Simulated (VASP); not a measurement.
Data:

```yaml
crystal:
  lattice:
    - [0.00000, 2.65492, 2.65492]
    - [2.65492, 0.00000, 2.65492]
    - [2.65492, 2.65492, 0.00000]
  atoms:
    - { symbol: Yb, position: [0.00000, 0.00000, 0.00000] }
```

Method: optB88-vdW, VASP's PBE PAW potentials (set 64) (plane waves; VASP). Numerical set-up: 520 eV cut-off, Gaussian smearing of 0.050 eV, potentials Yb_2.

The 4f electrons are frozen in the core of the lanthanide potential, so 4f levels, which can set the real gap, and their magnetism are missing.

Task: Give the energies of bands 4 to 7 at the high-symmetry points, in eV from the Fermi level.

Result: 
```csv
band,Γ,X,U,L,W
4,-5.09,-1.14,-0.33,-1.78,-0.06
5,2.98,0.26,0.20,0.33,0.87
6,2.98,1.70,1.27,2.74,0.87
7,2.98,6.64,4.52,2.74,2.61
```

It has no gap at this level: it comes out as a metal or semimetal.

The compound is Yb in the fcc structure. It was relaxed first, which changed the volume by -9 %.
